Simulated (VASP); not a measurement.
Data:

```
CELL_PARAMETERS angstrom
      0.00000     1.85447     1.85447
      1.85447     0.00000     1.85447
      1.85447     1.85447     0.00000
ATOMIC_POSITIONS crystal
  B  0.00000 0.00000 0.00000
  N  0.25000 0.25000 0.25000
```

Calculation: PBE GGA, VASP's PBE PAW potentials (set 64) (plane waves; VASP 6.6.1). Settings: PREC = Normal, 500 eV cut-off, 4×4×4 Γ-centred mesh, Gaussian smearing of 0.010 eV, potentials B_GW N_GW_new.

Question: Predict the energy per atom (σ→0), pressure, band gap (on the k-mesh) with the smallest direct gap where there is one.

Answer: 
```
Property                                      Value
-----------------------------------  --------------
band gap (on the k-mesh)                    4.35 eV
smallest direct gap (on the k-mesh)         8.42 eV
energy per atom (σ→0)                -8.662 eV/atom
pressure                                 -22.21 GPa
```

Total energies compare only between runs with the same potentials, cut-off and functional.

The compound is BN in the zinc blende structure. This cell is one point of a volume scan, at 1.08 of the reference volume. The k-mesh is coarse (spacing up to 0.73 per Å, 2π included), so the numbers may not be converged in it.
